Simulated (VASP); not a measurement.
VASP runs on PbO (litharge) share one base input (PBE GGA, plane waves, VASP's PBE PAW potentials (set 64)) and change the settings named in each case.

File KPOINTS:
```
Regular mesh
0
gamma
5 5 4
```

### POSCAR
```
PbO
1.0
  4.0596000000   0.0000000000   0.0000000000
  0.0000000000   4.0596000000   0.0000000000
  0.0000000000   0.0000000000   5.1204000000
Pb O
2 2
Direct
  0.5000000000   0.0000000000   0.7650000000
  0.0000000000   0.5000000000   0.2350000000
  0.5000000000   0.5000000000   0.0000000000
  0.0000000000   0.0000000000   0.0000000000
```

INCAR:
```
SYSTEM = PbO
PREC = Accurate
ENCUT = 520
EDIFF = 1E-6
NELM = 100
ALGO = Normal
LREAL = .FALSE.
LASPH = .TRUE.
ISMEAR = 0
SIGMA = 0.05
GGA = PE
LMAXMIX = 4
LWAVE = .FALSE.
LCHARG = .FALSE.
ISIF = 2
```

POTCAR, in this order: Pb_d O (PBE.64 set). Program: vasp_std.

```tsv
change	E(σ→0) (eV/atom)	pressure (GPa)	largest force (eV/Å)
base run	-5.3717	-0.18	0.300
GGA = RP	-5.0077	2.27	0.136
GGA = PS	-5.7073	-3.68	0.612
GGA = RE	-5.0513	1.61	0.182
GGA removed, LMIXTAU = .TRUE., METAGGA = SCAN	-42.1307	-3.51	0.566
GGA removed, LMIXTAU = .TRUE., METAGGA = TPSS	-6.1991	-1.60	0.388
GGA = AM	-5.4784	-2.96	0.663
```
 Energies of different potentials or functionals have different zeros. Unless said otherwise, spin-orbit coupling is left out, though it shifts the bands of the heavy elements here.

Left out are runs that ran out of time, are held back, or changed the cell or the kind of run, fixed moments of cells without a moment, rows past the twelfth, gaps on odd meshes, pressures of charged cells and columns that move by less than the noise.

The compound is PbO in the litharge structure. The cell was not relaxed at this level, forces remain on its atoms.
